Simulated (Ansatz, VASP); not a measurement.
# TaAl5Au in VASP and in Ansatz

The input INCAR:

```
  PREC = Accurate
  ENCUT = 520
  EDIFF = 1E-6
  ISMEAR = 0
  SIGMA = 0.1
  LREAL = False
  LASPH = True
  NELM = 100
  ALGO = Fast
  ISIF = 2
  LWAVE = False
  LCHARG = True
  GGA = PE
  LELF = True
  LVHAR = True
  NBANDS = 28
```

The input KPOINTS:

```
regular mesh
0
Gamma
  4 4 4
```

Contents of POSCAR:

```
TaAl5Au
1.0
    4.0000146600      0.0000000000      0.0000000000
    0.0000000000      4.0000146600      0.0000000000
    0.0000000000      0.0000000000      6.3961613500
Ta Al Au
1 5 1
Direct
    0.0000000000      0.0000000000      0.0000000000
    0.0000000000      0.5000000000      0.2980237600
    0.0000000000      0.5000000000      0.7019762400
    0.5000000000      0.0000000000      0.2980237600
    0.5000000000      0.0000000000      0.7019762400
    0.5000000000      0.5000000000      0.0000000000
    0.0000000000      0.0000000000      0.5000000000
```

Input for Ansatz:

```yaml
crystal:
  lattice:
    - [4.00001466, 0.0, 0.0]
    - [0.0, 4.00001466, 0.0]
    - [0.0, 0.0, 6.39616135]
  atoms:
    - { symbol: Ta, position: [0.0, 0.0, 0.0] }
    - { symbol: Al, position: [0.0, 0.5, 0.29802376] }
    - { symbol: Al, position: [0.0, 0.5, 0.70197624] }
    - { symbol: Al, position: [0.5, 0.0, 0.29802376] }
    - { symbol: Al, position: [0.5, 0.0, 0.70197624] }
    - { symbol: Al, position: [0.5, 0.5, 0.0] }
    - { symbol: Au, position: [0.0, 0.0, 0.5] }
basis:
  ecutwfc: 420
kpoints:
  mp_grid: { grid: [4, 4, 4] }
hamiltonian:
  xc: pbe
scf:
  occupations: { method: gaussian, width: 0.1 }
  lower_state_search: "off"
output:
  forces: true
  stress: true
  eigenvalues: true
```

Change from the starting cell: species swapped into the TiGa5Co type (P4/mmm, No. 123).

Alike in both runs: task single point; functional PBE; k mesh 4 × 4 × 4; occupations gaussian, width 0.1 eV; no spin polarisation.

```csv
,VASP,Ansatz
version,VASP 6.6.1,Ansatz 0.2.0
potentials or method,"VASP PAW PBE potentials, release 64 (Ta_pv, Al, Au)","scalar-relativistic, plane waves, PAW"
plane-wave cutoff (eV),520,420
valence electrons in the cell,37,47
```

|  | VASP | Ansatz | Ansatz less VASP |
| --- | --- | --- | --- |
| gap on the k mesh at the Fermi level (eV) | none | none | - |
| rms of the force components (eV/Å) | 1.069 | 1.078 | +0.0095 |

Atom by atom the forces differ by 0.009 eV/Å (rms over components). A gap of «none» marks a metal or a gap that the smearing closes. The functional is the same, so the differences come from potentials, cutoffs and numerics. The two sets of potentials don't hold the same shells in valence.

Caveats: the k mesh is coarse (spacing up to 0.39 Å⁻¹), so the values aren't converged; forces of over 1 eV/Å show positions far from the minimum, so gaps and moduli don't describe the material at rest. Spin-orbit coupling is left out, which matters for the levels of Au, Ta.
